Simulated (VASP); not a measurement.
Crystal: Ta3AsAu2O13.

```
CELL_PARAMETERS angstrom
5.24237 3.02668 4.14273
-5.24237 3.02668 4.14273
0.00000 -6.05337 4.14273
ATOMIC_POSITIONS crystal
Ta 0.23108 0.57229 0.23108
Ta 0.23108 0.23108 0.57229
Ta 0.57229 0.23108 0.23108
As 0.55878 0.55878 0.55878
Au 0.96559 0.96559 0.96559
Au 0.75105 0.75105 0.75105
O 0.40884 0.66762 0.40884
O 0.40884 0.40884 0.66762
O 0.66762 0.40884 0.40884
O 0.49726 0.01313 0.36024
O 0.36024 0.49726 0.01313
O 0.01313 0.36024 0.49726
O 0.36024 0.01313 0.49726
O 0.01313 0.49726 0.36024
O 0.49726 0.36024 0.01313
O 0.10963 0.74806 0.10963
O 0.10963 0.10963 0.74806
O 0.74806 0.10963 0.10963
O 0.30840 0.30840 0.30840
```

The cell was built by a generator and needn't be a form met in nature.

| Property | Result |
| --- | --- |
| Program | VASP 6.6.1 |
| Task | relaxation of cell and atoms |
| Functional | revPBE |
| Potentials or basis | VASP PAW PBE potentials, release 64 (Ta_pv, As, Au, O) |
| Cutoff | 600 eV |
| k mesh | 4 × 4 × 4 |
| Occupations | fermi-dirac, width 0.05 eV |
| Spin | no spin polarisation |

At the start: pressure 2.1 GPa; volume 20.76 Å³/atom.

Task: Where does the relaxation end?

Result: Over 21 steps the energy falls by 3.3 meV/atom and the volume is 21.39 Å³/atom (+3.1 %); space group R3m (No. 160, to 0.05 Å).

Step by step:
```
step  energy change (eV)  largest force (eV/Å)  pressure (GPa)  volume (Å³)
   1              0.0000                0.3487            2.08       394.40
   2              0.0840                1.1221           -2.66       410.00
   3             -0.0459                0.3049            0.21       400.08
   4             -0.0442                0.6519           -0.04       403.02
   5             -0.0512                0.1976            0.08       401.44
   6             -0.0573                0.0893            0.06       402.98
   7             -0.0586                0.2126            0.06       404.08
   8             -0.0603                0.1061            0.01       405.38
   9             -0.0605                0.0709            0.02       405.12
  10             -0.0612                0.0583            0.00       405.57
  11             -0.0612                0.0624            0.00       405.70
  12             -0.0617                0.0549           -0.01       406.00
  13             -0.0617                0.0535           -0.01       406.08
  14             -0.0620                0.0403            0.00       406.17
  15             -0.0621                0.0323            0.01       406.23
  16             -0.0623                0.0231            0.00       406.30
  17             -0.0624                0.0336           -0.02       406.38
  18             -0.0624                0.0474           -0.02       406.41
  19             -0.0625                0.0355           -0.01       406.44
  20             -0.0626                0.0242            0.00       406.49
  21             -0.0627                0.0160            0.01       406.50
```

Final structure:
```xyz
19
Lattice="5.2866 3.0522 4.1988 -5.2866 3.0522 4.1988 0.0000 -6.1044 4.1988" Properties=species:S:1:pos:R:3 pbc="T T T"
Ta   -1.7977    1.0379    4.3467
Ta    0.0000   -2.0759    4.3467
Ta    1.7977    1.0379    4.3467
As    0.0000    0.0000    7.0213
Au    0.0000    0.0000   12.1428
Au    0.0000    0.0000    9.4364
O    -1.3695    0.7907    6.2275
O     0.0000   -1.5814    6.2275
O     1.3695    0.7907    6.2275
O     2.5546   -0.6363    3.6636
O    -0.7263    2.5304    3.6636
O    -1.8283   -1.8942    3.6636
O     1.8283   -1.8942    3.6636
O    -2.5546   -0.6363    3.6636
O     0.7263    2.5304    3.6636
O    -3.3640    1.9422    4.0688
O     0.0000   -3.8844    4.0688
O     3.3640    1.9422    4.0688
O     0.0000    0.0000    3.8938
```

Caveat: the PAW data sets were made with another functional, which shifts forces and pressure a little.
